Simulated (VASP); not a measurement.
Given:

```yaml
crystal:
  lattice:
    - [5.60315, 0.00000, 0.00000]
    - [0.00000, 5.60315, 0.00000]
    - [0.00000, 0.00000, 5.60315]
  atoms:
    - { symbol: Ga, position: [0.98752, 0.98752, 0.98752] }
    - { symbol: Ga, position: [0.51248, 0.51248, 0.98752] }
    - { symbol: Ga, position: [0.51248, 0.98752, 0.51248] }
    - { symbol: Ga, position: [0.98752, 0.51248, 0.51248] }
    - { symbol: Sb, position: [0.25000, 0.25000, 0.25000] }
    - { symbol: P, position: [0.75000, 0.75000, 0.25000] }
    - { symbol: P, position: [0.75000, 0.25000, 0.75000] }
    - { symbol: P, position: [0.25000, 0.75000, 0.75000] }
```

All values below come from PBEsol GGA, VASP's PBE PAW potentials (set 64) (plane waves; VASP 6.6.1). Settings: 400 eV cut-off, Gaussian smearing of 0.050 eV, potentials Ga_d Sb P.

Unless said otherwise, spin-orbit coupling is left out, though it shifts the bands of the heavy elements here.

Task: Give the energies of bands 29 to 42 at the high-symmetry points, in eV from the valence-band maximum.

Result: 
```tsv
band	Γ	X	M	R
29	-2.96	-3.76	-3.80	-1.82
30	-2.96	-3.76	-3.52	-1.82
31	-2.75	-3.55	-3.52	-1.50
32	-2.75	-3.26	-3.26	-1.50
33	-2.75	-2.16	-1.91	-1.50
34	0.00	-2.16	-1.54	-0.62
35	0.00	-1.42	-0.95	-0.62
36	0.00	-1.42	-0.95	-0.62
37	0.35	1.50	2.29	0.87
38	1.31	1.82	2.29	0.87
39	1.31	2.79	2.95	0.87
40	1.31	3.53	3.04	1.88
41	1.47	4.29	4.82	4.06
42	1.47	4.32	4.93	4.07
```

The gap is direct, 0.35 eV, from the valence maximum at Γ to the conduction minimum at Γ.

The structure was generated: Ga4P3Sb was put into an ordered model structure (P-43m), which need not be its known phase. It was relaxed first.
